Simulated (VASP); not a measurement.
# Driving VASP from ASE on Nb2InC

Do ASE scripts that read Nb2InC from different structure formats give one answer, and do several routes find one equilibrium volume? All runs use r2SCAN. Left out of this account: at least 1 further run (fields: a reference on another mesh). The start is a computed cell from the Materials Project.

Method: r2SCAN; plane waves and PAW (Nb_sv, In_d, C), in VASP 6.6.1.

### 1. Starting point

It takes space group P6_3/mmc (No. 194, hexagonal). The conventional cell has a = 3.194 Å, b = 3.194 Å, c = 14.454 Å, α = 90.00°, β = 90.00°, γ = 120.00°. Nearest to Nb lie 3 C at 2.20 Å and 3 Nb at 3.03 Å and 3 In at 3.03 Å. In has 6 Nb at 3.03 Å and 6 In at 3.19 Å nearest. Nearest to C lie 6 Nb at 2.20 Å. Farther neighbours are not listed.

### 2. Total energy, forces and stress (r2SCAN, through ASE)

A single point through ASE, with the structure read from an extended xyz file.

run.py

```python
import numpy as np
from ase.calculators.vasp import Vasp
from ase.io import read
from ase.dft.bandgap import bandgap

atoms = read('Nb2InC.xyz')

calc = Vasp(
    xc='r2scan',
    pp='PBE',
    prec='Accurate',
    encut=520,
    ediff=1e-06,
    nelm=100,
    ismear=-1,
    sigma=0.05,
    lreal=False,
    algo='Normal',
    lasph=True,
    nbands=53,
    lorbit=11,
    lwave=False,
    lcharg=False,
    kpar=8,
    isif=2,
    pp_version='64',
    setups={'Nb': '_sv', 'In': '_d', 'C': ''},
    kpts=(11, 11, 2),
    gamma=True,
    txt='vasp.out',
)
atoms.calc = calc

print("energy (eV):", round(atoms.get_potential_energy(), 6))
print("Fermi level (eV):", round(calc.get_fermi_level(), 4))
print("forces (eV/A):")
print(np.round(atoms.get_forces(), 4))
print("stress (GPa, Voigt, tension positive):", np.round(atoms.get_stress() * 160.21766, 3))
gap, p1, p2 = bandgap(calc, direct=False)
print("gap on the mesh (eV):", round(gap, 4))
```

Nb2InC.xyz

```xyz
8
Lattice="3.1937601701 0.0000000000 0.0000000000 -1.5968800850 2.7658774409 0.0000000000 0.0000000000 0.0000000000 14.4540475300" Properties=species:S:1:pos:R:3 pbc="T T T"
Nb     1.5968801010      0.9219591377     13.2499200007
Nb    -0.0000000159      1.8439183032      1.2041275293
Nb    -0.0000000159      1.8439183032      6.0228962357
Nb     1.5968801010      0.9219591377      8.4311512943
In     1.5968801010      0.9219591377      3.6135118825
In    -0.0000000159      1.8439183032     10.8405356475
C      0.0000000000      0.0000000000      0.0000000000
C      0.0000000000      0.0000000000      7.2270237650
```

Potentials, in the order of the species: Nb_sv, In_d and C (PBE family, release 64).

Run with:

```
> export ASE_VASP_COMMAND="mpirun -np 8 vasp_std"
> python run.py
```

What it wrote:

```text
energy (eV): -168.608242
Fermi level (eV): 10.8962
forces (eV/A):
[[ 0.     -0.      0.2947]
 [ 0.     -0.     -0.2947]
 [ 0.      0.      0.2947]
 [ 0.     -0.     -0.2947]
 [-0.      0.      0.    ]
 [-0.      0.      0.    ]
 [-0.      0.      0.    ]
 [-0.      0.      0.    ]]
stress (GPa, Voigt, tension positive): [2.54  2.54  1.996 0.    0.    0.   ]
gap on the mesh (eV): 0.0
```

It took 55 s on 8 MPI ranks of Intel Xeon 6975P-C (Granite Rapids), shared host; peak memory 3.1 GiB.

Lines that name or quote the potential files are left out of all logs, and their timing lines are given in words.

ASE turned this into the INCAR:

```
ENCUT = 520.000000
SIGMA = 0.050000
EDIFF = 1.00e-06
ALGO = Normal
METAGGA = R2SCAN
PREC = Accurate
ISIF = 2
ISMEAR = -1
KPAR = 8
LORBIT = 11
NBANDS = 53
NELM = 100
LASPH = .TRUE.
LCHARG = .FALSE.
LWAVE = .FALSE.
LREAL = .FALSE.
```

The KPOINTS that ASE wrote:

```
KPOINTS created by Atomic Simulation Environment
0
Gamma
11 11 2
0 0 0
```

vasp.out:

```text
[banner, memory and clock lines left out]
running    8 mpi-ranks, on    1 nodes
 distrk:  each k-point on    1 cores,    8 groups
 distr:  one band on    1 cores,    1 groups

 POSCAR found type information on POSCAR NbInC
 POSCAR found :  3 types and       8 ions
|                                                                             |
|           W    W    AA    RRRRR   N    N  II  N    N   GGGG   !!!           |
|           W    W   A  A   R    R  NN   N  II  NN   N  G    G  !!!           |
|           W    W  A    A  R    R  N N  N  II  N N  N  G       !!!           |
|           W WW W  AAAAAA  RRRRR   N  N N  II  N  N N  G  GGG   !            |
|           WW  WW  A    A  R   R   N   NN  II  N   NN  G    G                |
|           W    W  A    A  R    R  N    N  II  N    N   GGGG   !!!           |
|                                                                             |
|     For optimal performance we recommend to set                             |
|       NCORE = 2 up to number-of-cores-per-socket                            |
|     NCORE specifies how many cores store one orbital (NPAR=cpu/NCORE).      |
|     This setting can greatly improve the performance of VASP for DFT.       |
|     The default, NCORE=1 might be grossly inefficient on modern             |
|     multi-core architectures or massively parallel machines. Do your        |
|     Unfortunately you need to use the default for GW and RPA                |
|     calculations (for HF NCORE is supported but not extensively tested      |
|     yet).                                                                   |
|                                                                             |

|                                                                             |
|               ----> ADVICE to this user running VASP <----                  |
|                                                                             |
|     You enforced a specific xc type in the INCAR file but a different       |
|     [... a line on the potential file left out ...]
|     I HOPE YOU KNOW WHAT YOU ARE DOING!                                     |
|                                                                             |

 LDA part: xc-table for (None), standard interpolation
 POSCAR, INCAR and KPOINTS ok, starting setup
 FFT: planning ... GRIDC
 FFT: planning ... GRID_SOFT
 FFT: planning ... GRID
 WAVECAR not read
 entering main loop
       N       E                     dE             d eps       ncg     rms          rms(c)
DAV:   1     0.122871915337E+04    0.12287E+04   -0.43297E+04  3392   0.209E+03
DAV:   2     0.135864268073E+02   -0.12151E+04   -0.11853E+04  3400   0.722E+02
DAV:   3    -0.183419369172E+03   -0.19701E+03   -0.19066E+03  4681   0.270E+02
DAV:   4    -0.205655592382E+03   -0.22236E+02   -0.21825E+02  5680   0.847E+01
DAV:   5    -0.207258058609E+03   -0.16025E+01   -0.15924E+01  6448   0.184E+01    0.252E+01
DAV:   6    -0.167992223014E+03    0.39266E+02   -0.48247E+01  5136   0.464E+01    0.977E+00
DAV:   7    -0.168547031318E+03   -0.55481E+00   -0.34665E+00  4688   0.994E+00    0.308E+00
DAV:   8    -0.168588636255E+03   -0.41605E-01   -0.28545E-01  5632   0.251E+00    0.199E+00
DAV:   9    -0.168618028611E+03   -0.29392E-01   -0.59519E-02  4984   0.147E+00    0.484E-01
DAV:  10    -0.168622212514E+03   -0.41839E-02   -0.14178E-02  6096   0.564E-01    0.312E-01
DAV:  11    -0.168622738376E+03   -0.52586E-03   -0.13803E-03  5136   0.218E-01    0.118E-01
DAV:  12    -0.168622760520E+03   -0.22144E-04   -0.28233E-04  5488   0.873E-02    0.167E-02
DAV:  13    -0.168622760336E+03    0.18452E-06   -0.20290E-05  4424   0.231E-02    0.195E-02
DAV:  14    -0.168622759231E+03    0.11049E-05   -0.40341E-06  3720   0.113E-02    0.510E-03
DAV:  15    -0.168622758414E+03    0.81729E-06   -0.67505E-07  2776   0.721E-03
   1 F= -.16862276E+03 E0= -.16860824E+03  d E =-.290318E-01
```

From OUTCAR (step 2):

```text
ion  position               nearest neighbor table
   1  0.667  0.333  0.917-   7 2.20   7 2.20   7 2.20   2 3.03   2 3.03   2 3.03   6 3.03   6 3.03
                             6 3.03
   2  0.333  0.667  0.083-   7 2.20   7 2.20   7 2.20   1 3.03   1 3.03   1 3.03   5 3.03   5 3.03
                             5 3.03
   3  0.333  0.667  0.417-   8 2.20   8 2.20   8 2.20   4 3.03   4 3.03   4 3.03   5 3.03   5 3.03
                             5 3.03
   4  0.667  0.333  0.583-   8 2.20   8 2.20   8 2.20   3 3.03   3 3.03   3 3.03   6 3.03   6 3.03
                             6 3.03
   5  0.667  0.333  0.250-   2 3.03   3 3.03   2 3.03   3 3.03   2 3.03   3 3.03
   6  0.333  0.667  0.750-   1 3.03   4 3.03   1 3.03   4 3.03   1 3.03   4 3.03
   7  0.000  0.000  0.000-   1 2.20   2 2.20   1 2.20   2 2.20   1 2.20   2 2.20
   8  0.000  0.000  0.500-   3 2.20   4 2.20   4 2.20   3 2.20   4 2.20   3 2.20

  LATTYP: Found a hexagonal cell.
 ALAT       =     3.1937601701
 C/A-ratio  =     4.5257147563

 Subroutine GETGRP returns: Found 24 space group operations
 (whereof 12 operations were pure point group operations)

The static configuration has the point symmetry D_3d.
 The point group associated with its full space group is D_6h.

 Found     32 irreducible k-points:

   k-points           NKPTS =     32   k-points in BZ     NKDIM =     32   number of bands    NBANDS=     53

   dimension x,y,z NGX =    24 NGY =   24 NGZ =  108
   dimension x,y,z NGXF=    48 NGYF=   48 NGZF=  216

   ENCUT  =  520.0 eV  38.22 Ry    6.18 a.u.   5.94  5.94 26.87*2*pi/ulx,y,z

   NELECT =      86.0000    total number of electrons

 k-points in reciprocal lattice and weights: KPOINTS created by Atomic Simulation Env
   0.00000000  0.00000000  0.00000000       0.004
   0.09090909  0.00000000  0.00000000       0.025
   0.18181818 -0.00000000  0.00000000       0.025
   0.27272727  0.00000000  0.00000000       0.025
   0.36363636 -0.00000000  0.00000000       0.025
   0.45454545 -0.00000000  0.00000000       0.025
   0.09090909  0.09090909  0.00000000       0.025
   0.18181818  0.09090909  0.00000000       0.050
   0.27272727  0.09090909  0.00000000       0.050
[...]
0.27272727  0.27272727  0.50000000       0.025
   0.36363636  0.27272727  0.50000000       0.025

 average (electrostatic) potential at core
       1 -83.4624       2 -83.4624       3 -83.4624       4 -83.4624       5 -95.7962
       6 -95.7962       7 -46.1202       8 -46.1202

 E-fermi :  10.8962

 k-point     1 :       0.0000    0.0000    0.0000
  band No.  band energies     occupation
    ...
     40      10.0602      2.00000
     41      10.4055      1.99989
     42      10.4055      1.99989
     43      10.4151      1.99987
     44      10.4151      1.99987
     45      11.7882      0.00000
     46      11.7882      0.00000
     47      11.9048      0.00000
     48      11.9048      0.00000
     49      13.0138      0.00000
    ...

 k-point     2 :       0.0909    0.0000    0.0000
  band No.  band energies     occupation
    ...
     40      10.0505      2.00000
     41      10.0876      2.00000
     42      10.1985      2.00000
     43      10.5572      1.99773
     44      10.5712      1.99700
     45      11.3535      0.00021
     46      11.6768      0.00000
     47      11.6879      0.00000
     48      11.8372      0.00000
     49      13.0410      0.00000
    ...

 k-point     3 :       0.1818   -0.0000    0.0000
  band No.  band energies     occupation
    ...
     40       9.3410      2.00000
     41       9.9519      2.00000
     42      10.5032      1.99923
     43      10.6720      1.97769
     44      10.9165      0.79969
     45      10.9763      0.33563
     46      11.5333      0.00001
     47      11.7704      0.00000
     48      11.9513      0.00000
     49      13.0422      0.00000
    ...

  Total       -2.0237895     -2.0237895     -1.5907419     -0.0000000      0.0000000     -0.0000000
  in kB      -25.3951752    -25.3951752    -19.9611514     -0.0000000      0.0000000     -0.0000000
  external PRESSURE =     -23.5838339 kB  Pullay stress =       0.0000000 kB

  energy-cutoff  :      520.00
  volume of cell :      127.68
      direct lattice vectors                 reciprocal lattice vectors
     3.193760170  0.000000000  0.000000000     0.313110549  0.180774460  0.000000000
    -1.596880085  2.765877441  0.000000000     0.000000000  0.361548919  0.000000000
     0.000000000  0.000000000 14.454047530     0.000000000  0.000000000  0.069184773

 POSITION                                       TOTAL-FORCE (eV/Angst)
 -----------------------------------------------------------------------------------
      1.59688      0.92196     13.24992         0.000000     -0.000000      0.294713
     -0.00000      1.84392      1.20413         0.000000     -0.000000     -0.294713
     -0.00000      1.84392      6.02290         0.000000      0.000000      0.294713
      1.59688      0.92196      8.43115         0.000000     -0.000000     -0.294713
      1.59688      0.92196      3.61351        -0.000000      0.000000      0.000000
     -0.00000      1.84392     10.84054        -0.000000      0.000000      0.000000
      0.00000      0.00000      0.00000        -0.000000      0.000000      0.000000
      0.00000      0.00000      7.22702        -0.000000      0.000000      0.000000
 -----------------------------------------------------------------------------------
    total drift:                               -0.000024      0.000014     -0.000001

  FREE ENERGIE OF THE ION-ELECTRON SYSTEM (eV)
  ---------------------------------------------------
  free  energy   TOTEN  =      -168.6227584137 eV

  energy  without entropy=     -168.5937265640  energy(sigma->0) =     -168.60824249

 total charge
# of ion       s       p       d       tot
------------------------------------------
    1        2.159   6.039   2.411  10.610
    2        2.159   6.039   2.411  10.610
    3        2.159   6.039   2.411  10.610
    4        2.159   6.039   2.411  10.610
    5        0.884   0.846   9.862  11.591
    6        0.884   0.846   9.862  11.591
    7        0.900   1.520   0.000   2.420
    8        0.900   1.520   0.000   2.420
--------------------------------------------------
tot         12.204  28.888  29.369  70.461

[... 3 further parts left out ...]
```

The PAW data sets were made with PBE, which is usual practice but a small mismatch for other functionals. At this level the cell is under a tension of 2.4 GPa, so at these settings it is away from equilibrium.

Numbers from this step:

* SCF cycles: 15
* electrons: 86
* bands: 53
* irreducible k-points: 32
* symmetry operations: 24
* free energy (TOTEN): -168.6228 eV
* energy at zero smearing: -168.6082 eV
* Fermi energy: 10.90 eV
* pressure: -2.358 GPa
* metallic, judged on the points sampled: yes

Force by atom:

| atom | x (eV/Å) | y (eV/Å) | z (eV/Å) | size |
| --- | --- | --- | --- | --- |
| Nb1 | 0.000 | 0.000 | 0.295 | 0.295 |
| Nb2 | 0.000 | 0.000 | -0.295 | 0.295 |
| Nb3 | 0.000 | 0.000 | 0.295 | 0.295 |
| Nb4 | 0.000 | 0.000 | -0.295 | 0.295 |
| In5 | 0.000 | 0.000 | 0.000 | 0.000 |
| In6 | 0.000 | 0.000 | 0.000 | 0.000 |
| C7 | 0.000 | 0.000 | 0.000 | 0.000 |
| C8 | 0.000 | 0.000 | 0.000 | 0.000 |

The pressure is -2.36 GPa and the largest force 0.295 eV/Å, so the cell is not at a minimum at these settings.

(Continued in part 2 of 4.)

[Lines on the potential files, build, host, timing and source positions are cut from VASP's logs without a mark.]

[Logs are printed without paths, hosts, clocks, repeated set-up lines and the standing remarks that a program may print on its own settings, such as how far it seeks lower states.]

[Hosts, paths, dates, database ids (printed as entryN), source tags and the programs' standing remarks are cut or masked in the printed files.]

[A measured line is paired with the nearest computed mode of its activity, which favours agreement.]

[In band tables of VASP the shares of atoms and orbitals are scaled to a sum of 1 inside the atoms' spheres.]
